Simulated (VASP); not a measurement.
Here is the system:

```xyz
4
Lattice="3.5617 0.0000 0.0000 -1.7808 3.0845 0.0000 0.0000 0.0000 5.8926" Properties=species:S:1:pos:R:3 pbc="T T T"
B      0.0000     2.0563     0.0071
B      1.7808     1.0282     2.9534
Bi     0.0000     2.0563     2.2026
Bi     1.7808     1.0282     5.1490
```

All values below come from PBEsol GGA, VASP's PBE PAW potentials (set 64) (plane waves; VASP). Run with 620 eV cut-off, 7×7×4 Γ-centred mesh, Gaussian smearing of 0.050 eV, potentials B Bi_d.

Energy and stress use the plane-wave basis of the starting cell.

Problem. The ions, cell shape and volume at an external pressure of 45.0 GPa are relaxed. Give the cell that the relaxation ends in.

Solution. 
```xyz
4
Lattice="3.4814 0.0000 0.0000 -1.7407 3.0150 0.0000 0.0000 0.0000 5.7722" Properties=species:S:1:pos:R:3 pbc="T T T"
B      0.0000     2.0100     0.0094
B      1.7407     1.0050     2.8955
Bi     0.0000     2.0100     2.1552
Bi     1.7407     1.0050     5.0413
```
Space group P6_3mc (186), at a tolerance of 0.03 Å.

Problem. How do energy and volume change from the first to the last step?

Solution. The energy (σ→0) changes by +240.2 meV/atom and the volume by -6.4 %, in 8 ionic steps.

The structure was generated: BBi was put into the wurtzite type (P6_3mc), which need not be its known phase. This run relaxes it under an external pressure of 45 GPa. Symmetry was kept, so distortions that lower it aren't found.
